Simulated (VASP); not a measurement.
A run of VASP 6.6.1 is set up as follows.

Contents of INCAR:

```
SYSTEM = Al2GaP3
PREC = Accurate ; ENCUT = 520
EDIFF = 1E-6 ; ISMEAR = 0
SIGMA = 0.03 ; LREAL = .FALSE.
LASPH = .TRUE. ; NELM = 60
ALGO = Normal ; ISIF = 2
LWAVE = .FALSE. ; LCHARG = .FALSE.
GGA = PE ; NBANDS = 26
KPAR = 2
```

Contents of KPOINTS:

```
regular mesh
0
G
  10 10 10
  0 0 0
```

The input POSCAR:

```
Al2GaP3
1.0
   -1.9473900000      1.9473900000      8.2547500000
    1.9473900000     -1.9473900000      8.2547500000
    1.9473900000      1.9473900000     -8.2547500000
Al Ga P
2 1 3
Direct
    0.3333590000      0.3333590000      0.0000000000
    0.6666410000      0.6666410000      0.0000000000
    0.0000000000      0.0000000000      0.0000000000
    0.9163060000      0.4163060000      0.5000000000
    0.5836940000      0.0836940000      0.5000000000
    0.2500000000      0.7500000000      0.5000000000
```

KPOINTS_OPT

```
path GXYSGZS1NPY1Z,XP
20
line-mode
reciprocal
 0.0000000000  0.0000000000  0.0000000000  G
 0.0000000000  0.0000000000  0.5000000000  X

 0.0000000000  0.0000000000  0.5000000000  X
-0.0278271049  0.0278271049  0.5000000000  Y

-0.0278271049  0.0278271049  0.5000000000  Y
-0.2639135525  0.2639135525  0.2639135525  S

-0.2639135525  0.2639135525  0.2639135525  S
 0.0000000000  0.0000000000  0.0000000000  G

 0.0000000000  0.0000000000  0.0000000000  G
 0.5000000000  0.5000000000 -0.5000000000  Z

 0.5000000000  0.5000000000 -0.5000000000  Z
 0.2639135525  0.7360864475 -0.2639135525  S1

 0.2639135525  0.7360864475 -0.2639135525  S1
 0.0000000000  0.5000000000  0.0000000000  N

 0.0000000000  0.5000000000  0.0000000000  N
 0.2500000000  0.2500000000  0.2500000000  P

 0.2500000000  0.2500000000  0.2500000000  P
 0.5000000000  0.5000000000 -0.0278271049  Y1

 0.5000000000  0.5000000000 -0.0278271049  Y1
 0.5000000000  0.5000000000 -0.5000000000  Z

 0.0000000000  0.0000000000  0.5000000000  X
 0.2500000000  0.2500000000  0.2500000000  P
```

Potentials or basis: VASP PAW PBE potentials, release 64 (Al, Ga_d, P).

The run is started by

```console
$ cat potpaw_PBE.64/Al/POTCAR potpaw_PBE.64/Ga_d/POTCAR potpaw_PBE.64/P/POTCAR > POTCAR
$ mpirun -np 2 vasp_std > vasp.out
```

(1) What does it give for the band gap along the path?

(2) What does it give for the pressure?

(3) Predict the largest force.

Answers

(1) 1.64 eV, indirect (least direct gap 1.84 eV).

(2) 0.0 GPa.

(3) 0.009 eV/Å.
